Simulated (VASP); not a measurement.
Calculation: PBEsol GGA, VASP's PBE PAW potentials (set 64) (plane waves; VASP).

Input for VASP

**KPOINTS**
```
Automatic mesh
0
Gamma
7 7 5
0 0 0
```

### INCAR
```
ISIF=2   # forces and stress, cell fixed
LCHARG=.False.
ENCUT=300
ALGO=Normal   # blocked Davidson
EDIFF=1E-6   # SCF stop (eV)
SIGMA=0.1   # width (eV)
LREAL=.False.   # projection in real space or not
ISMEAR=0   # Gaussian
PREC=Accurate
LASPH=.True.
LWAVE=.False.
SYSTEM=Te2Au
GGA=PS
NELM=100
LMAXMIX=6
```

POSCAR:
```
Te2Au
5.0905990
  0.6972937762  -0.4051505530   0.0000000000
  0.6972937762   0.4051505530   0.0000000000
 -0.0020736263   0.0000000000   1.0000000000
Te Au
2 1
Cart
  0.4438136885  -0.0000000000   0.2891200000
  0.9487002377  -0.0000000000   0.7108800000
  0.0000000000   0.0000000000   0.0000000000
```

POTCAR, in this order: Te Au (PBE.64 set). Program: vasp_std.

Output

**OUTCAR**
```
 ion  position               nearest neighbor table
   1  0.319  0.319  0.289-   3 2.70   3 2.84   3 2.84   2 3.13   2 3.13   2 3.35
   2  0.681  0.681  0.711-   3 2.70   3 2.84   3 2.84   1 3.13   1 3.13   1 3.35
   3  0.000  0.000  0.000-   1 2.70   2 2.70   2 2.84   2 2.84   1 2.84   1 2.84
  LATTYP: Found a base centered monoclinic cell.
 ALAT       =     7.0992860000
 B/A-ratio  =     0.5810327968
 C/A-ratio  =     0.7170594261
 COS(beta)  =    -0.0020736218
 Subroutine PRICEL returns:
 Original cell was already a primitive cell.
 Subroutine GETGRP returns: Found  4 space group operations
The static configuration has the point symmetry C_2h.
The dynamic configuration has the point symmetry C_2h.
 Subroutine INISYM returns: Found  4 space group operations
 Subroutine IBZKPT returns following result:
 Found     72 irreducible k-points:

 Following reciprocal coordinates:
            Coordinates               Weight
  0.000000  0.000000  0.000000      1.000000
  0.142857 -0.000000  0.000000      4.000000
  0.285714 -0.000000  0.000000      4.000000
  0.428571 -0.000000  0.000000      4.000000
  0.142857  0.142857  0.000000      2.000000
...
```

File OSZICAR:
```
       N       E                     dE             d eps       ncg     rms          rms(c)
DAV:   1     0.802663004086E+02    0.80266E+02   -0.70621E+03  2248   0.801E+02
DAV:   2    -0.918905291107E+01   -0.89455E+02   -0.87915E+02  2762   0.180E+02
DAV:   3    -0.119381153266E+02   -0.27491E+01   -0.27307E+01  2489   0.347E+01
DAV:   4    -0.119744483745E+02   -0.36333E-01   -0.36324E-01  3090   0.418E+00
DAV:   5    -0.119748849990E+02   -0.43662E-03   -0.43662E-03  2468   0.339E-01    0.151E+01
DAV:   6    -0.113469390890E+02    0.62795E+00   -0.46484E+00  2195   0.229E+01    0.113E+01
DAV:   7    -0.112928940173E+02    0.54045E-01   -0.41706E-01  2174   0.712E+00    0.464E+00
DAV:   8    -0.112847776576E+02    0.81164E-02   -0.41309E-02  2370   0.130E+00    0.119E+00
DAV:   9    -0.112821301464E+02    0.26475E-02   -0.10217E-02  2321   0.113E+00    0.307E-01
DAV:  10    -0.112821350366E+02   -0.48902E-05   -0.81749E-04  2559   0.196E-01    0.770E-02
DAV:  11    -0.112821353197E+02   -0.28312E-06   -0.35492E-05  2573   0.429E-02    0.337E-02
DAV:  12    -0.112821355287E+02   -0.20899E-06   -0.87537E-06  2440   0.306E-02
   1 F= -.11282136E+02 E0= -.11280477E+02  d E =-.331658E-02
```

File OUTCAR:
```
------------------------ aborting loop because EDIFF is reached ----------------------------------------
  FORCE on cell =-STRESS in cart. coord.  units (eV):
  Direction    XX          YY          ZZ          XY          YZ          ZX
  --------------------------------------------------------------------------------------
  Total        1.4893872      0.7400338      0.9214938      0.0000000      0.0000000      0.1354029
  in kB       32.0146906     15.9071817     19.8077034      0.0000000      0.0000000      2.9105130
  external PRESSURE =      22.5765253 kB  Pullay stress =       0.0000000 kB
  volume of cell :       74.54
      direct lattice vectors                 reciprocal lattice vectors
     3.549643000 -2.062459000  0.000000000     0.140859236 -0.242429062  0.000292089
     3.549643000  2.062459000  0.000000000     0.140859236  0.242429062  0.000292089
    -0.010556000  0.000000000  5.090599000     0.000000000  0.000000000  0.196440537
 POSITION                                       TOTAL-FORCE (eV/Angst)
 -----------------------------------------------------------------------------------
      2.25928      0.00000      1.47179         0.226789      0.000000      0.147164
      4.82945      0.00000      3.61881        -0.226789      0.000000     -0.147164
      0.00000      0.00000      0.00000         0.000000      0.000000      0.000000
 -----------------------------------------------------------------------------------
    total drift:                               -0.000000      0.000000     -0.000000
  FREE ENERGIE OF THE ION-ELECTRON SYSTEM (eV)
  ---------------------------------------------------
  free  energy   TOTEN  =       -11.2821355287 eV

  energy  without entropy=      -11.2788189481  energy(sigma->0) =      -11.28047724
```
(Selected blocks of OUTCAR.)

File OUTCAR:
```
 val. band max:        8.2193310745   @ k =   0.0000   0.0000   0.0000

 cond. band min:       8.3095822903   @ k =   0.0000   0.0000   0.0000


 Fermi energy:         8.2412539665

 k-point     1 :       0.0000    0.0000    0.0000
  band No.  band energies     occupation
      1      -5.6590      2.00000
      2      -1.9723      2.00000
      3       1.4237      2.00000
      4       2.1575      2.00000
      5       2.2869      2.00000
      6       3.4499      2.00000
      7       3.4640      2.00000
      8       4.3873      2.00000
      9       7.3783      2.00000
     10       7.5677      2.00000
     11       8.2193      1.24347
     12       8.3096      0.33389
     13       9.3348      0.00000
     14      11.3247      0.00000
     15      11.3711      0.00000

 k-point     2 :       0.1429   -0.0000    0.0000
  band No.  band energies     occupation
      1      -5.4566      2.00000
      2      -2.1249      2.00000
      3       1.6382      2.00000
      4       2.2590      2.00000
      5       2.4800      2.00000
      6       3.3986      2.00000
      7       3.4328      2.00000
      8       4.2804      2.00000
      9       5.9280      2.00000
     10       6.6809      2.00000
     11       7.4137      2.00000
     12       9.1239      0.00000
     13      10.0735      0.00000
     14      11.7339      0.00000
     15      12.2248      0.00000

 k-point     3 :       0.2857   -0.0000    0.0000
  band No.  band energies     occupation
      1      -4.8830      2.00000
      2      -2.5354      2.00000
      3       2.1813      2.00000
      4       2.4195      2.00000
      5       2.6719      2.00000
      6       3.2314      2.00000
      7       3.4599      2.00000
      8       3.9291      2.00000
      9       4.9690      2.00000
     10       5.6223      2.00000
     11       6.1990      2.00000
     12       8.9826      0.00000
     13       9.8639      0.00000
     14      12.0121      0.00000
     15      12.9063      0.00000
...
```

At this cut-off the stress carries a Pulay error, which pulls relaxed volumes low. Unless said otherwise, spin-orbit coupling is left out, though it shifts the bands of the heavy elements here.

The structure comes from a computed database's Te2Au entry; how it stands against other phases isn't given here. The cell was not relaxed at this level, and its volume differs by -5.9 % from the start's. The electron count is odd and the run is not spin-polarised, which forces a metal.
